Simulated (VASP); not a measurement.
Output of a VASP run:

OSZICAR:
```
       N       E                     dE             d eps       ncg     rms          rms(c)
DAV:   1     0.427547051300E+03    0.42755E+03   -0.19048E+04  1241   0.206E+03
DAV:   2     0.358627864384E+02   -0.39168E+03   -0.38300E+03  1123   0.506E+02
DAV:   3    -0.148155310040E+02   -0.50678E+02   -0.49810E+02  1312   0.170E+02
DAV:   4    -0.164499910336E+02   -0.16345E+01   -0.16154E+01  1271   0.346E+01
DAV:   5    -0.165047946946E+02   -0.54804E-01   -0.54656E-01  1594   0.531E+00    0.850E+00
DAV:   6    -0.162837094501E+02    0.22109E+00   -0.13034E+00  1214   0.749E+00    0.491E+00
DAV:   7    -0.162068472387E+02    0.76862E-01   -0.28219E-01  1328   0.504E+00    0.286E+00
DAV:   8    -0.161799619871E+02    0.26885E-01   -0.65449E-02  1323   0.269E+00    0.202E-01
DAV:   9    -0.161788494223E+02    0.11126E-02   -0.85681E-03  1434   0.131E+00    0.151E-01
DAV:  10    -0.161787113652E+02    0.13806E-03   -0.19348E-03  1293   0.503E-01    0.262E-02
DAV:  11    -0.161786967132E+02    0.14652E-04   -0.92363E-05  1349   0.118E-01    0.152E-02
DAV:  12    -0.161786924419E+02    0.42713E-05   -0.12599E-05  1440   0.432E-02    0.328E-03
DAV:  13    -0.161786916106E+02    0.83122E-06   -0.15657E-06   727   0.239E-02
   1 F= -.16178692E+02 E0= -.16134900E+02  d E =-.875839E-01
```

File OUTCAR:
```
------------------------ aborting loop because EDIFF is reached ----------------------------------------
  FORCE on cell =-STRESS in cart. coord.  units (eV):
  Direction    XX          YY          ZZ          XY          YZ          ZX
  --------------------------------------------------------------------------------------
  Total       12.7317680     12.7317680     11.0951261      0.0000000     -0.0000000      0.0000000
  in kB      270.1058614    270.1058614    235.3843244      0.0000000     -0.0000000      0.0000000
  external PRESSURE =     258.5320157 kB  Pullay stress =       0.0000000 kB
  volume of cell :       75.52
      direct lattice vectors                 reciprocal lattice vectors
    -2.038917000  2.038917000  4.541572000     0.000000000  0.245228227  0.110094038
     2.038917000 -2.038917000  4.541572000     0.245228227  0.000000000  0.110094038
     2.038917000  2.038917000 -4.541572000     0.245228227  0.245228227  0.000000000
 POSITION                                       TOTAL-FORCE (eV/Angst)
 -----------------------------------------------------------------------------------
      0.00000      0.00000      4.54157        -0.000000      0.000000     -0.000000
     -0.00000      2.03892      2.27079        -0.000000     -0.000000      0.000000
      2.03892     -0.00000      2.27079         0.000000     -0.000000     -0.000000
      0.00000      0.00000      0.00000        -0.000000      0.000000     -0.000000
 -----------------------------------------------------------------------------------
    total drift:                                0.000000     -0.000000      0.000000
  FREE ENERGIE OF THE ION-ELECTRON SYSTEM (eV)
  ---------------------------------------------------
  free  energy   TOTEN  =       -16.1786916106 eV

  energy  without entropy=      -16.0911076900  energy(sigma->0) =      -16.13489965
```
(Selected blocks of OUTCAR.)

POSCAR:
```
Sn3Pt
1
   -2.0389170000     2.0389170000     4.5415720000
    2.0389170000    -2.0389170000     4.5415720000
    2.0389170000     2.0389170000    -4.5415720000
Sn Pt
3 1
Direct
  0.5000000000   0.5000000000   0.0000000000
  0.7500000000   0.2500000000   0.5000000000
  0.2500000000   0.7500000000   0.5000000000
  0.0000000000   0.0000000000   0.0000000000
```

Task: Write an INCAR and KPOINTS that could have produced this output.

Result: This is not unique; one that fits is the input of the run itself, PBE GGA, plane waves, VASP's PBE PAW potentials (set 64).

**KPOINTS**
```
Automatic
0
Gamma
5 5 5
```

INCAR:
```
ALGO  =  Normal
EDIFF  =  1E-6
ENCUT  =  300
GGA  =  PE
ISIF  =  2
ISMEAR  =  -1
LASPH  =  .True.
LCHARG  =  .False.
LMAXMIX  =  6
LREAL  =  .False.
LWAVE  =  .False.
NELM  =  100
PREC  =  Accurate
SIGMA  =  0.1
SYSTEM  =  Sn3Pt
```

POTCAR, in this order: Sn_d Pt (PBE.64 set). Program: vasp_std.

At this cut-off the stress carries a Pulay error, which pulls relaxed volumes low.

The structure was generated: Sn3Pt was put into an ordered model structure, which need not be its known phase. The cell was not relaxed at this level. The k-mesh is coarse (spacing up to 0.44 per Å, 2π included), so the numbers may not be converged in it.
